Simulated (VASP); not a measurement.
An input for Ansatz (written as the equivalent of a VASP run, and not itself run):

Ansatz 0.2 input:
```yaml
crystal:
  lattice:
    - [4.0727592, 0.0000000, 0.0000000]
    - [-2.0363796, 3.5271133, 0.0000000]
    - [0.0000000, 0.0000000, 7.2565131]
  atoms:
    - { symbol: Pb, position: [0.0000000, 0.0000000, 0.0000000] }
    - { symbol: Pb, position: [0.0000000, 0.0000000, 0.5000000] }
    - { symbol: S, position: [0.3333330, 0.6666670, 0.2500000] }
    - { symbol: S, position: [0.6666670, 0.3333330, 0.7500000] }
kpoints:
  mp_grid: { grid: [6, 6, 3] }
hamiltonian:
  xc: pbesol
  pseudopotentials: { kind: paw }
scf:
  occupations: { method: gaussian, width: 0.05 }
  max_iter: 100
relax:
  max_steps: 40
  f_tol: 0.02
  cell: {}
output: { forces: true, stress: true, eigenvalues: true }
```

Q: Translate this input to VASP (INCAR, KPOINTS, POSCAR, choice of POTCAR).

A: One answer among several that fit: 
### INCAR
```
ALGO = Normal
EDIFF = 1E-6
EDIFFG = -0.02
ENCUT = 500
GGA = PS
IBRION = 2
ISIF = 3
ISMEAR = 0
LASPH = .True.
LCHARG = .False.
LMAXMIX = 4
LREAL = .False.
LWAVE = .False.
NELM = 100
NSW = 40
PREC = Accurate
SIGMA = 0.05
SYSTEM = PbS
```

KPOINTS:
```
Automatic mesh
0
Gamma
6 6 3
0 0 0
```

**POSCAR**
```
PbS
1.0
  4.0727591589   0.0000000000   0.0000000000
 -2.0363795795   3.5271133352   0.0000000000
  0.0000000000   0.0000000000   7.2565131063
Pb S
2 2
Direct
  0.0000000000   0.0000000000   0.0000000000
  0.0000000000   0.0000000000   0.5000000000
  0.3333330000   0.6666670000   0.2500000000
  0.6666670000   0.3333330000   0.7500000000
```

POTCAR, in this order: Pb_d S (PBE.64 set). Program: vasp_std.

What does not carry over: each code has its own PAW files, so the cut-off isn't converted (ENCUT is set for VASP's; basis.ecutwfc is left out, and Ansatz then takes the one that its files recommend); Ansatz stops its SCF on the density residual and VASP on the energy change (EDIFF).

The structure was generated: PbS was put into the NiAs type type (P6_3/mmc), which need not be its known phase. This run relaxes it. Symmetry was kept, so distortions that lower it aren't found.
